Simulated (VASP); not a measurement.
An input for Ansatz (written as the equivalent of a VASP run, and not itself run):

Ansatz 0.2 input:
```yaml
crystal:
  lattice:
    - [3.9673970, 0.0000000, 0.0000000]
    - [0.0000000, 2.8511450, 2.8638390]
    - [0.0000000, -2.8511450, 2.8638390]
  atoms:
    - { symbol: Ba, position: [0.0000000, 0.0034100, 0.0034100] }
    - { symbol: Ti, position: [0.5000000, 0.5185000, 0.5185000] }
    - { symbol: O, position: [0.5000000, 0.9784300, 0.4913500] }
    - { symbol: O, position: [0.5000000, 0.4913500, 0.9784300] }
    - { symbol: O, position: [0.0000000, 0.4882000, 0.4882000] }
kpoints:
  mp_grid: { grid: [7, 7, 7] }
hamiltonian:
  xc: lda
  pseudopotentials: { kind: paw }
scf:
  occupations: { method: gaussian, width: 0.01 }
  max_iter: 100
relax:
  max_steps: 50
  f_tol: 0.01
  cell: {}
output: { forces: true, stress: true, eigenvalues: true }
```

Write the VASP files for the same calculation (LDA).

One answer among several that fit: 
KPOINTS:
```
Regular mesh
0
gamma
  7 7 7
```

**POSCAR**
```
BaTiO3
1
    3.9673970000     0.0000000000     0.0000000000
    0.0000000000     2.8511450000     2.8638390000
    0.0000000000    -2.8511450000     2.8638390000
Ba Ti O
1 1 3
Direct
  0.0000000000   0.0034100000   0.0034100000
  0.5000000000   0.5185000000   0.5185000000
  0.5000000000   0.9784300000   0.4913500000
  0.5000000000   0.4913500000   0.9784300000
  0.0000000000   0.4882000000   0.4882000000
```

**INCAR**
```
SYSTEM = BaTiO3
PREC = Accurate
ENCUT = 400
EDIFF = 1E-6
NELM = 100
ALGO = Normal
LREAL = .FALSE.
LASPH = .TRUE.
ISMEAR = 0
SIGMA = 0.01
LMAXMIX = 4
LWAVE = .FALSE.
LCHARG = .FALSE.
ISIF = 3
IBRION = 2
NSW = 50
EDIFFG = -0.01
```

POTCAR, in this order: Ba_sv Ti_sv O (LDA.64 set). Program: vasp_std.

The two are equivalent in intent, not identical: each code has its own PAW files, so the cut-off isn't converted (ENCUT is set for VASP's; basis.ecutwfc is left out, and Ansatz then takes the one that its files recommend); Ansatz stops its SCF on the density residual and VASP on the energy change (EDIFF); Ansatz's lda is the Perdew-Wang form, while the LDA potentials of VASP carry Perdew-Zunger's.

The structure comes from a computed database's BaTiO3 entry (Amm2); how it stands against other phases isn't given here. This run relaxes it. Symmetry was kept, so distortions that lower it aren't found. The run is one of a series of settings (EDIFFG = -0.01, IBRION = 2, ISIF = 3, NSW = 50 against the base run), some of them coarse on purpose.
